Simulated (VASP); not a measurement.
Level of theory: PBE GGA with D3 dispersion (Becke-Johnson damping), VASP's PBE PAW potentials (set 64) (plane waves; VASP).

A VASP calculation is set up with these files.

File KPOINTS:
```
Automatic mesh
0
G
7 7 7
0 0 0
```

POSCAR:
```
KCl
6.3940070
  0.0000000000   0.4999999916   0.4999999916
  0.4999999916   0.0000000000   0.4999999916
  0.4999999916   0.4999999916   0.0000000000
K Cl
1 1
direct
  0.0000000000   0.0000000000   0.0000000000
  0.5000000000   0.5000000000   0.5000000000
```

### INCAR
```
SYSTEM  =  KCl
PREC  =  Accurate; ENCUT  =  520; LREAL  =  .FALSE.
LASPH  =  .TRUE.
EDIFF  =  1E-7; NELM  =  100; ALGO  =  Normal
ISMEAR  =  0; SIGMA  =  0.05
GGA  =  PE; IVDW  =  12
ISIF  =  2
LWAVE  =  .FALSE.; LCHARG  =  .FALSE.
```

POTCAR, in this order: K_sv Cl (PBE.64 set). Program: vasp_std.

### Question
Estimate the energy per atom (σ→0), dispersion energy, band gap (on the k-mesh).

### Answer

energy per atom (σ→0): -3.590 eV/atom
dispersion energy: -0.370 eV
band gap (on the k-mesh): 5.03 eV

File OSZICAR:
```
...
DAV:   8    -0.680937579175E+01   -0.13016E-01   -0.21422E-02   660   0.124E+00    0.186E-01
DAV:   9    -0.681028288947E+01   -0.90710E-03   -0.14974E-03   620   0.266E-01    0.106E-01
DAV:  10    -0.681099445797E+01   -0.71157E-03   -0.70599E-04   548   0.214E-01    0.116E-02
DAV:  11    -0.681100788093E+01   -0.13423E-04   -0.22135E-05   700   0.345E-02    0.606E-03
DAV:  12    -0.681101164246E+01   -0.37615E-05   -0.53531E-06   588   0.179E-02    0.272E-03
DAV:  13    -0.681101180969E+01   -0.16722E-06   -0.59528E-07   632   0.622E-03    0.674E-04
DAV:  14    -0.681101190246E+01   -0.92775E-07   -0.89253E-08   552   0.247E-03
   1 F= -.71808109E+01 E0= -.71808109E+01  d E =-.933999E-13
```

The compound is KCl in the rock salt structure. This cell is one point of a volume scan, at 1.06 of the reference volume.
